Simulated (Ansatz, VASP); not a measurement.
Given: the input of a run of VASP 6.6.1 on Ca3ZnSe4. Atoms were shifted at random by some hundredths of an Å from the given cell, which wasn't relaxed again for these runs. The cell comes from a database or a generator and needn't be the stable form of this composition.

The input INCAR:

```
PREC     = Accurate       # precision mode
ENCUT    = 520            # plane-wave cutoff, eV
EDIFF    = 1E-7           # SCF threshold, eV
ISMEAR   = -1             # smearing method
SIGMA    = 0.05           # smearing width, eV
LREAL    = F              # projectors in reciprocal space
LASPH    = T              # aspherical terms in the spheres
NELM     = 80             # most SCF steps
ALGO     = Normal         # electronic algorithm
ISIF     = 2              # what is computed and relaxed
LWAVE    = F              # write WAVECAR
LCHARG   = F              # write CHGCAR
GGA      = PE             # functional
NBANDS   = 43             # bands
```

Contents of KPOINTS:

```
regular mesh
0
Gamma
  4 4 4
```

The input POSCAR:

```
Ca3ZnSe4
1.0
    6.3818350000      0.0000000000      0.0000000000
    0.0000000000      6.3818350000      0.0000000000
    0.0000000000      0.0000000000      6.3818350000
Se Zn Ca
4 1 3
Direct
    0.2298150000      0.2265690000      0.2316180000
    0.2326770000      0.7614510000      0.7692750000
    0.7736180000      0.2290860000      0.7626450000
    0.7705000000      0.7685560000      0.2237270000
    0.0066630000      0.0042530000     -0.0054000000
    0.4978680000      0.0044190000      0.4977190000
    0.4993250000      0.4951430000      0.0117470000
   -0.0063750000      0.4998940000      0.4956570000
```

Potentials or basis: VASP PAW PBE potentials, release 64 (Se, Zn, Ca_sv).

Command:

```sh
$ cat potpaw_PBE.64/Se/POTCAR potpaw_PBE.64/Zn/POTCAR potpaw_PBE.64/Ca_sv/POTCAR > POTCAR
$ mpirun -np 1 vasp_std > vasp.out
```

Task: Translate it to Ansatz 0.2.0. Potentials or basis there: Ansatz PAW, cutoff 420 eV.

Result: As run (cutoffs and basis follow the program's own potentials, and thresholds, step limits or extra output files can differ):

input.yaml

```yaml
crystal:
  lattice:
    - [6.381835, 0.0, 0.0]
    - [0.0, 6.381835, 0.0]
    - [0.0, 0.0, 6.381835]
  atoms:
    - { symbol: Se, position: [0.229815, 0.226569, 0.231618] }
    - { symbol: Se, position: [0.232677, 0.761451, 0.769275] }
    - { symbol: Se, position: [0.773618, 0.229086, 0.762645] }
    - { symbol: Se, position: [0.7705, 0.768556, 0.223727] }
    - { symbol: Zn, position: [0.006663, 0.004253, -0.0054] }
    - { symbol: Ca, position: [0.497868, 0.004419, 0.497719] }
    - { symbol: Ca, position: [0.499325, 0.495143, 0.011747] }
    - { symbol: Ca, position: [-0.006375, 0.499894, 0.495657] }
hamiltonian:
  xc: pbe
  pseudopotentials: { kind: paw }
kpoints:
  mp_grid: { grid: [4, 4, 4] }
scf:
  occupations: { method: fermi_dirac, width: 0.05 }
output:
  forces: true
  stress: true
  eigenvalues: true
```

Potentials or basis: Ansatz PAW.

Run with:

```sh
$ ansatz run input.yaml --threads 4 --pin off --max-ram 10240MiB --backend cpu --events-out ev --progress --plain --runs-dir out
```

Both were run:

|  | VASP | Ansatz |
| --- | --- | --- |
| Pressure | 0.0 GPa | -0.1 GPa |
| Largest force | 0.392 eV/Å | 0.389 eV/Å |

Ansatz's pressure holds a Pulay term of +0.01 GPa for its cutoff of 420 eV, which the other run lacks.

The potentials hold 66 and 106 valence electrons a cell.

Where Ansatz's input types no cutoff or centring, it takes its own default and a Γ-centred mesh.

Pressure is positive in compression.
